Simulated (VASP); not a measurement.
A convergence study with VASP on RuAl (CsCl type): one setting is varied, all else stays as given below, so the limit is that of these other settings. Each run relaxes cell and ions from the cell shown.

```
CELL_PARAMETERS angstrom
      2.99000     0.00000     0.00000
      0.00000     2.99000     0.00000
      0.00000     0.00000     2.99000
ATOMIC_POSITIONS crystal
  Al 0.50000 0.50000 0.50000
  Ru 0.00000 0.00000 0.00000
```

Calculation: PBE GGA, VASP's PBE PAW potentials (set 64) (plane waves; VASP 6.6.1). The tightest run used: 550 eV cut-off, 17×17×17 Γ-centred mesh, first-order Methfessel-Paxton smearing of 0.10 eV, potentials Al Ru_pv.

Task: The settings run are 2×2×2 mesh; 3×3×3 mesh; 4×4×4 mesh; 5×5×5 mesh; 6×6×6 mesh; 7×7×7 mesh; 8×8×8 mesh; 9×9×9 mesh; 10×10×10 mesh; 11×11×11 mesh; 12×12×12 mesh; 13×13×13 mesh; 14×14×14 mesh; 15×15×15 mesh; 16×16×16 mesh; 17×17×17 mesh. From which on does the relaxed volume stay within 0.1 Å³/atom of the tightest run?

Result: From 5×5×5 mesh on: it is off by 0.043 there and by no more than 0.1 in any finer run, while 4×4×4 mesh is off by 0.146.
```
setting        relaxed volume (Å³/atom)  E (eV/atom)  irreducible k-points  difference judged (Å³/atom)
-------------  ------------------------  -----------  --------------------  ---------------------------
2×2×2 mesh                       14.009      -6.8147                     4                        0.462
3×3×3 mesh                       13.639      -6.9970                     4                        0.092
4×4×4 mesh                       13.401      -7.2575                    10                        0.146
5×5×5 mesh                       13.589      -7.0847                    10                        0.043
6×6×6 mesh                       13.542      -7.1265                    20                        0.004
7×7×7 mesh                       13.546      -7.1324                    20                        0.001
8×8×8 mesh                       13.570      -7.1100                    35                        0.023
9×9×9 mesh                       13.542      -7.1271                    35                        0.004
10×10×10 mesh                    13.549      -7.1306                    56                        0.002
11×11×11 mesh                    13.550      -7.1249                    56                        0.003
12×12×12 mesh                    13.539      -7.1324                    84                        0.007
13×13×13 mesh                    13.544      -7.1315                    84                        0.003
14×14×14 mesh                    13.548      -7.1263                   120                        0.002
15×15×15 mesh                    13.544      -7.1310                   120                        0.003
16×16×16 mesh                    13.548      -7.1285                   165                        0.002
17×17×17 mesh                    13.547      -7.1279                   165                        0.000
```

Left out are rungs that failed or repeat a setting and relaxations that didn't move; long series are thinned to 24 rows.

The compound is RuAl in the CsCl type structure. The electron count is odd and the run is not spin-polarised, which forces a metal.
